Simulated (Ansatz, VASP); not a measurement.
# Cross-check of CdAgCl3 between VASP and Ansatz, part 3 of 3

Aim: how closely do two programs agree when they are given the same cell, functional and k mesh? The cell is generated by rule, not measured, and may not be a known phase. The cell is taken from a series of runs on this material, whose earlier steps may have relaxed, scaled, displaced or heated it; both programs get it as it stands.

VASP 6.6.1 and Ansatz 0.2.0.

So far: The structure; VASP: zone-centre phonons, PBEsol.

The structure was built from a prototype and need not be the compound's stable phase.

### 3. Ansatz: zone-centre phonons, PBEsol

Level of this step: Ansatz beside VASP: Kohn-Sham DFT, plane waves, PBEsol (Ansatz).

Ansatz runs on its default PAW (the set named soft_2) files.

The same cell, functional and mesh now go to Ansatz, which takes its cutoff from its data sets.

Input file input.yaml:

```yaml
crystal:
  lattice:
    - [3.668697149, 2.1181232865, 3.0553694484]
    - [-3.668697149, 2.1181232865, 3.0553694484]
    - [0.0, -4.2362465731, 3.0553694484]
  atoms:
    - { symbol: Ag, position: [0.1045659665, 0.1045659665, 0.1045659665] }
    - { symbol: Cd, position: [0.4581326585, 0.4581326585, 0.4581326585] }
    - { symbol: Cl, position: [0.4336604421, 0.9452723599, 0.4336604421] }
    - { symbol: Cl, position: [0.9452723599, 0.4336604421, 0.4336604421] }
    - { symbol: Cl, position: [0.4336604421, 0.4336604421, 0.9452723599] }
kpoints:
  mp_grid: { grid: [6, 6, 6] }
hamiltonian:
  xc: pbesol
scf:
  occupations: { method: fixed }
output:
  eigenvalues: true
phonons:
  method: dfpt
  dielectric: true
  rigid_motions: translations
```

The run is started by

```sh
> ansatz run input.yaml --threads 8 --pin off --max-ram 14336MiB --backend cpu --events-out ev --progress --plain --runs-dir out
```

Numbers of over 12 decimals in the logs are rounded to 6 here.

Log:

```text
Engine: ansatz 0.2.0, aarch64-unknown-linux-gnu
Pseudopotentials: kind: paw
Pseudopotential: Ag, paw, valence charge 19, recommended cutoff 420 eV (normal), Ag.paw.azcp
Pseudopotential: Cd, paw, valence charge 20, recommended cutoff 420 eV (normal), Cd.paw.azcp
Pseudopotential: Cl, paw, valence charge 7, recommended cutoff 420 eV (normal), Cl.paw.azcp
Functional definition: PBEsol
  exchange = pbesol_x
  correlation = pbesol_c
Crystal: 5 atoms, lattice volume = 142.455 Å³
Basis set: ecut = 420 eV, 2813 PW (Γ), exchange–correlation on 72×72×72 points (8 copies of the dense FFT grid, shifted against one another)
Bands: 36, of which v1, the nominal top of the filled ones, is band 30 counted from 1 (29 counted from 0)
Symmetry: 6 space group operations
k-points: 112 of 216 (irreducible under 1 space group operation, time reversal used)
Non-local potential: Ag, projectors of the file, l = 0: 3, l = 1: 2, l = 2: 2, l = 3: 1
Non-local potential: Cd, projectors of the file, l = 0: 3, l = 1: 2, l = 2: 2, l = 3: 1
Non-local potential: Cl, projectors of the file, l = 0: 2, l = 1: 2, l = 2: 2
PAW form: soft (Blöchl's): semilocal exchange-correlation on the pseudo side does not see the compensation charge
PAW frozen core: Ag, regenerated for the run's functional, and the local potential with it (the file was generated under x = pbe(κ = 0.804, μ = 0.219515), c = pbe(β = 0.066725))
PAW frozen core: Cd, regenerated for the run's functional, and the local potential with it (the file was generated under x = pbe(κ = 0.804, μ = 0.219515), c = pbe(β = 0.066725))
PAW frozen core: Cl, regenerated for the run's functional, and the local potential with it (the file was generated under x = pbe(κ = 0.804, μ = 0.219515), c = pbe(β = 0.066725))
PAW one-centre angular grid: Ag, 590 points (default); XC on 64 Gauss nodes
PAW one-centre angular grid: Cd, 590 points (default); XC on 64 Gauss nodes
PAW one-centre angular grid: Cl, 110 points (default); XC on 64 Gauss nodes
Initial density: superposition of atomic densities (neutral atoms: chi_scale 0, normalization atom), corrected by the library's trained network
Initial wavefunctions: pseudopotential atomic-orbital guess
Functional: x = pbesol(κ = 0.804, μ = 0.123457), c = pbesol(β = 0.046)
SCF iter   1: F=—  HF=-18891.747910 eV  |F-HF|=—  |Δ(HF+E_count)|=         —  Δρ=5.15e-3  dr2=4.21e-2  ethr=1.77e-3  ⟨swp⟩=4.9  Hψ=13984  notcnv=0  defer=436
preconditioner: auto → Resta (q_TF=auto, 2.362 Å⁻¹)  ε∞=4.6  [insulator: Δε(μ)=1.024 eV  Ē_g=10.889 eV  n_scr=26 (ndim 8)  ℏωp=20.6 eV  f_vac=0.222  ε∞_Penn≈4.6]
SCF iter   2: F=—  HF=-18891.736376 eV  |F-HF|=—  |Δ(HF+E_count)|=   1.15e-2  Δρ=1.91e-3  dr2=6.23e-3  ethr=7.02e-5  ⟨swp⟩=2.4  Hψ=7087  notcnv=0  defer=448
SCF iter   3: F=—  HF=-18891.735071 eV  |F-HF|=—  |Δ(HF+E_count)|=   1.31e-3  Δρ=5.79e-4  dr2=4.87e-4  ethr=1.04e-5  ⟨swp⟩=2.0  Hψ=6153  notcnv=0  defer=448
SCF iter   4: F=—  HF=-18891.735185 eV  |F-HF|=—  |Δ(HF+E_count)|=   1.14e-4  Δρ=2.30e-4  dr2=9.20e-5  ethr=8.12e-7  ⟨swp⟩=2.0  Hψ=5130  notcnv=0  defer=440
SCF iter   5: F=—  HF=-18891.735295 eV  |F-HF|=—  |Δ(HF+E_count)|=   1.09e-4  Δρ=5.88e-5  dr2=1.18e-5  ethr=1.53e-7  ⟨swp⟩=2.0  Hψ=5412  notcnv=0  defer=428
SCF iter   6: F=—  HF=-18891.735306 eV  |F-HF|=—  |Δ(HF+E_count)|=   1.15e-5  Δρ=3.88e-5  dr2=2.68e-6  ethr=1.96e-8  ⟨swp⟩=2.0  Hψ=7120  notcnv=0  defer=296
SCF iter   7: F=—  HF=-18891.735313 eV  |F-HF|=—  |Δ(HF+E_count)|=   7.31e-6  Δρ=1.07e-5  dr2=2.78e-7  ethr=4.47e-9  ⟨swp⟩=2.0  Hψ=6974  notcnv=0  defer=176
SCF iter   8: F=—  HF=-18891.735314 eV  |F-HF|=—  |Δ(HF+E_count)|=   6.00e-7  Δρ=2.93e-6  dr2=1.39e-8  ethr=4.63e-10  ⟨swp⟩=2.0  Hψ=6140  notcnv=0  defer=187
SCF iter   9: F=—  HF=-18891.735314 eV  |F-HF|=—  |Δ(HF+E_count)|=   3.40e-8  Δρ=6.77e-7  dr2=1.22e-9  ethr=2.31e-11  ⟨swp⟩=2.0  Hψ=6295  notcnv=0  defer=187
SCF iter  10: F=—  HF=-18891.735314 eV  |F-HF|=—  |Δ(HF+E_count)|=   2.11e-9  Δρ=2.43e-7  dr2=1.29e-10  ethr=2.03e-12  ⟨swp⟩=2.0  Hψ=5456  notcnv=0  defer=193
SCF iter  11: F=-18891.735314 eV  HF=-18891.735314 eV  |F-HF|=1.46e-11  |Δ(HF+E_count)|=  1.71e-10  Δρ=7.95e-8  dr2=1.17e-11  ethr=1.00e-12  ⟨swp⟩=13.2  Hψ=23908  notcnv=0
SCF 1 converged in 11 iterations: F = -18891.735314 eV  dr2 = 1.17e-11
  greatest PAW one-centre occupation: 1.001 electrons in one spin orbital (limit 2), on the Ag atom at site 0 (counted from 0), in its partial waves of l = 0
NSCF: frozen V_eff on 6 k-points
DFPT response loops at Γ: preconditioner auto → none (the input reference at scf.mixing.eps_inf says where Resta's filter doesn't serve); β = 0.50; Broyden in place of MSR1
── the response to a field inside a basis, on 6×6×6 k-points: an SCF that follows is theirs, and a resumed run solves both again ──
Bands: 31, of which v1, the nominal top of the filled ones, is band 30 counted from 1 (29 counted from 0)
k-points: 28 of 216 (time reversal used)
Initial density: handed on by an earlier stage of this run
Initial wavefunctions: pseudopotential atomic-orbital guess (no wavefunctions were taken with the density)
Eigensolver: Dense (28 Hₖ)
SCF iter   1: F=—  HF=-18891.698284 eV  |F-HF|=—  |Δ(HF+E_count)|=         —  Δρ=2.49e-4  dr2=1.48e-5  ethr=1.00e-1
preconditioner: auto → Resta (q_TF=auto, 2.362 Å⁻¹)  ε∞=7.4  [insulator: Δε(μ)=1.532 eV  Ē_g=8.150 eV  n_scr=26 (ndim 8)  ℏωp=20.6 eV  f_vac=0.215  ε∞_Penn≈7.4]
SCF iter   2: F=—  HF=-18891.698298 eV  |F-HF|=—  |Δ(HF+E_count)|=   1.38e-5  Δρ=1.31e-4  dr2=4.52e-6  ethr=2.46e-8
SCF iter   3: F=—  HF=-18891.698304 eV  |F-HF|=—  |Δ(HF+E_count)|=   6.06e-6  Δρ=1.47e-5  dr2=1.58e-7  ethr=7.53e-9
SCF iter   4: F=-18891.698304 eV  HF=-18891.698304 eV  |F-HF|=1.23e-8  |Δ(HF+E_count)|=   1.51e-8  Δρ=3.32e-6  dr2=2.41e-8  ethr=2.63e-10
SCF 1 converged in 4 iterations: F = -18891.698304 eV  dr2 = 2.41e-8
DFPT response loops at Γ: mixed as the last ones told, above
SCF converged after 11 iterations
Free energy (F): -18891.735314 eV
Harris-Foulkes:  -18891.735314 eV  (|F-HF|=1.46e-11)
Internal energy: -18891.735314 eV  (E = F + TS)
E sigma→0 (E₀):  -18891.735314 eV
Fermi energy:    3.462006 eV
--- Per-component energies (eV) ---
  E_band       = -1071.855089
  E_kinetic    = 1514.501702
  E_local      = -9298.216511  (includes V_loc(G=0)·N_el)
  E_nonlocal   = 212.550577
  E_hartree    = 4132.029458
  E_xc         = -672.376014
  E_vxc        = -813.193634  (∫ρ·V_xc dr)
  E_paw        = -9779.554881  (= ΣΔE_a)
  E_vpaw       = -951.556614  (= ΣTr[D̂ρ^β])
  E_aug_tail   = 0.000585  (compensation charges beyond the density's cutoff)
  E_ewald      = -5001.570224
  E_core_change = 0.899995  (= ΣΔE_core)
  E_smearing   = -0.000000  (= −TS)
  E_closure    = -0.000000  (closes the sum)
  Σ components = -18891.735314   (vs F -18891.735314, Δ=0.00e0)
--- Band table (eV; the first three rows and the last of 112) ---
  k-point 0: bands = [... 26 lower, 2.5222, 2.5222, 3.2000, 3.2000, 4.5709, 6.0858, 10.5875, 10.5875, ... 2 higher]
  k-point 1: bands = [... 26 lower, 2.4547, 2.5358, 3.1482, 3.1831, 5.1310, 6.3056, 10.3876, 10.8083, ... 2 higher]
  k-point 2: bands = [... 26 lower, 2.3817, 2.5790, 3.0591, 3.1536, 6.3304, 6.8168, 9.8438, 11.2452, ... 2 higher]
  k-point 111: bands = [... 26 lower, 2.8471, 2.8471, 3.4620, 3.4620, 6.8108, 8.8402, 9.2793, 9.2793, ... 2 higher]
--- Phonons (Γ-DFPT): 6 representative perturbations + reference, on 112 of 216 k-points (Σ response iterations 20) ---
  k mesh reduced under 1 symmetry operation, with k and −k counted as one. Each operation leaves every solved perturbation unchanged. A smaller set is not considered because the run solves the response to a homogeneous field
  ASR residual: 8.024e-5 → 0.000e0 eV/Å²; symmetrization residual: 1.867e-5 eV/Å²
  ASR residual per site (eV/Å²): 7.29e-5 3.08e-5 7.87e-5 7.87e-5 8.02e-5
  Γ frequencies (cm⁻¹): -27.82 -27.82 -21.03 0.00 0.00 0.00 50.63 52.69 52.69 142.95 143.55 143.55 229.42 229.42 259.81
  ε∞ (high-frequency dielectric tensor):
        3.671012     0.000000     0.000000
        0.000000     3.671012     0.000000
        0.000000     0.000000     3.504596
  softest optical mode at Γ: -27.82 cm⁻¹; the repairs (sum rule, projections) moved no ω² at Γ by more than (1.69 cm⁻¹)²
  Born effective charges Z* (e; rows j = field, columns β = displacement):
    site 0:
         1.21568    0.00000   -0.00000
         0.00000    1.21568    0.00000
        -0.00000    0.00000    0.96623
    site 1:
         2.71919    0.00000    0.00000
        -0.00000    2.71919    0.00000
         0.00000    0.00000    2.70569
    site 2:
        -1.62007    0.53424    0.51480
         0.53424   -1.00318   -0.29722
         0.55627   -0.32117   -1.22397
    site 3:
        -1.62007   -0.53424   -0.51480
        -0.53424   -1.00318   -0.29722
        -0.55627   -0.32117   -1.22397
    site 4:
        -0.69474   -0.00000    0.00000
        -0.00000   -1.92851    0.59443
         0.00000    0.64233   -1.22397
  Z* charge neutrality: 5.804e-3 e pre-enforcement
  solved inside a basis spanned on kpoints, on 6×6×6 k-points, its susceptibility summed on 10×10×10: ε∞ is read to err by 9.6e-3, Z* by 2.5e-2 e (field_mesh: kpoints solves on kpoints); Z* is corrected for what the basis lacks
  optical modes at Γ without the LO–TO term, one row a degenerate level:
      ω (cm⁻¹)  modes    IR ((D/Å)²/amu)
        -27.82      2             1.3066
        -21.03      1             0.0000
         50.63      1             0.0612
         52.69      2             1.8212
        142.95      1             4.0878
        143.55      2             0.6148
[...]
optical modes at Γ + LO–TO along q̂ = [1.0000, 0.0000, 0.0000]:
      ω (cm⁻¹)  modes    IR ((D/Å)²/amu)
[...]
optical modes at Γ + LO–TO along q̂ = [0.0000, 1.0000, 0.0000]:
      ω (cm⁻¹)  modes    IR ((D/Å)²/amu)
[...]
optical modes at Γ + LO–TO along q̂ = [0.0000, 0.0000, 1.0000]:
      ω (cm⁻¹)  modes    IR ((D/Å)²/amu)
        -27.82      2             1.3066
        -21.03      1             0.0000
         51.86      1             0.0142
         52.69      2             1.8212
        143.55      2             0.6148
        188.28      1             2.8185
        229.42      2             8.8181
        274.90      1             2.5998
```

In the SCF lines HF is the Harris–Foulkes energy and dr2 the Hartree energy of the density residual, in eV; the loop may stop once dr2 is under the threshold and the program's other checks hold. Hψ counts applications of the Hamiltonian.

### 4. Differences

Known differences besides the potentials themselves: fixed occupations in Ansatz, narrow Gaussian smearing in VASP; VASP's response is taken on the typed mesh, Ansatz refines its own for the field response alone; the data sets hold 60 valence electrons in Ansatz (on its default PAW (the set named soft_2) files) and 44 in VASP; the cutoff is 420 eV in Ansatz and 500 eV in VASP; Ansatz makes its cores anew for this functional, VASP keeps those of its PBE data sets. Total energies have different zeros and are not compared.

The two programs side by side:

```
                                     quantity  Ansatz   VASP  difference
                                        ε∞ xx    3.67   3.66     +0.43 %
                                        ε∞ yy    3.67   3.66     +0.43 %
                                        ε∞ zz    3.50   3.49     +0.37 %
Born charge of Ag1 (mean of the diagonal) (e)    1.13   1.13        0.00
Born charge of Cd2 (mean of the diagonal) (e)    2.71   2.70       +0.01
Born charge of Cl3 (mean of the diagonal) (e)   -1.28  -1.28        0.00
```

Zone-centre modes by rising frequency (cm⁻¹; imaginary ones negative):

```
program                                                                                            modes
 Ansatz   -27.8, -27.8, -21.0, 0.0, 0.0, 0.0, 50.6, 52.7, 52.7, 142.9, 143.6, 143.6, 229.4, 229.4, 259.8
   VASP  -29.4, -29.4, -24.3, -0.3, 0.1, 0.1, 49.9, 51.4, 51.4, 142.9, 142.9, 144.6, 235.0, 235.0, 263.5
```

The two lists differ in the order or number of single and degenerate modes, so they aren't paired one by one; the r.m.s. figure in the results sets the two lists side by side in order.

### 5. What came out

```yaml
r_m_s_difference_of_the_optical_zone_centre_modes_each_program_s_sorted_by_frequency_zone_centre_phonons_pbesol: 2.9 cm⁻¹
```

What this shows: The r.m.s. difference of the optical zone-centre modes, each program's sorted by frequency is 2.9 cm⁻¹ (zone-centre phonons, PBEsol). The data sets hold unlike numbers of valence electrons (60 in Ansatz and 44 in VASP), so part of the differences comes from the potentials. Such differences can come from data sets, numerical settings and the points named under the comparisons, not from the functional's error against experiment.

[Lines on the potential files, build, host, timing and source positions are cut from VASP's logs without a mark.]

[Logs are printed without paths, hosts, clocks, repeated set-up lines and the standing remarks that a program may print on its own settings, such as how far it seeks lower states.]

[Hosts, paths, dates, database ids (printed as entryN), source tags and the programs' standing remarks are cut or masked in the printed files.]
